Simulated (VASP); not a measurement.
Energy against volume of CdSe (zinc blende). These are vdW-DF-cx, VASP's PBE PAW potentials (set 64) (plane waves; VASP) values and carry that method's errors. Run with 520 eV cut-off, 8×8×8 Γ-centred mesh, Gaussian smearing of 0.050 eV, potentials Cd Se.

```json
[
 {"V (Å³/atom)": "26.917", "E (eV/atom)": "-0.35048"},
 {"V (Å³/atom)": "27.776", "E (eV/atom)": "-0.36448"},
 {"V (Å³/atom)": "28.635", "E (eV/atom)": "-0.36883"},
 {"V (Å³/atom)": "29.494", "E (eV/atom)": "-0.36504"}
]
```

Problem. Fit these four points and predict the energy of the run at 30.353 Å³/atom.

Solution. A cubic in V^(−2/3), the third-order Birch-Murnaghan form, passes through the four points with V0 = 28.64 Å³/atom and B0 = 50 GPa, and gives -0.3544 eV/atom there. The run gave -0.3544 eV/atom, -0.0 meV/atom from the fit; all five points give B0 = 50 GPa.

The compound is CdSe in the zinc blende structure, whereas wurtzite is the usual form. It was relaxed first.
